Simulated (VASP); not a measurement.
Wanted: the native input for a VASP 6.6.1 run.

```
Task                   : single point
Functional             : r2SCAN
Potentials or basis    : VASP PAW PBE potentials, release 64 (W_sv, N)
Cutoff                 : 520 eV
k mesh                 : 12 × 12 × 2
Occupations            : gaussian, width 0.1 eV
Spin                   : no spin polarisation
Further INCAR settings : ALGO = Normal; EDIFF = 1e-07
```

The structure of W2N lies in POSCAR:

```
W2N
1.0
    2.8047500000      0.0000000000      0.0000000000
   -1.4023700000      2.4289800000      0.0000000000
    0.0000000000      0.0000000000     17.4768300000
W N
6 3
Direct
    0.0000000000      0.0000000000      0.0758900000
    0.0000000000      0.0000000000      0.9241100000
    0.3333300000      0.6666700000      0.2626900000
    0.6666700000      0.3333300000      0.7373100000
    0.3333300000      0.6666700000      0.4174600000
    0.6666700000      0.3333300000      0.5825400000
    0.0000000000      0.0000000000      0.5000000000
    0.3333300000      0.6666700000      0.1507400000
    0.6666700000      0.3333300000      0.8492600000
```

The cell comes from a database or a generator and needn't be the stable form of this composition.

These files were run (other wordings do the same):

INCAR

```
SYSTEM = W2N
PREC = Accurate
ENCUT = 520
EDIFF = 1E-7
ISMEAR = 0
SIGMA = 0.1
LREAL = .False.
LASPH = .True.
NELM = 80
ALGO = Normal
ISIF = 2
LWAVE = .False.
LCHARG = .True.
METAGGA = R2SCAN
LMIXTAU = .True.
LELF = .True.
LVHAR = .True.
```

KPOINTS

```
regular mesh
0
Gamma
  12 12 2
  0 0 0
```

Potentials or basis: VASP PAW PBE potentials, release 64 (W_sv, N).

Run with:

```console
$ cat potpaw_PBE.64/W_sv/POTCAR potpaw_PBE.64/N/POTCAR > POTCAR
$ mpirun -np 1 vasp_std > vasp.out
```

It gave:

- Pressure: 5.3 GPa
- Largest force: 0.358 eV/Å
- Band gap on the k mesh: none (metal or under the smearing width)

Caveat: the PAW data sets were made with another functional, which shifts forces and pressure a little.

Wall time 35 min on 1 thread of Intel(R) Xeon(R) 6975P-C (Granite Rapids) (shared host), peak memory 0.59 GiB.
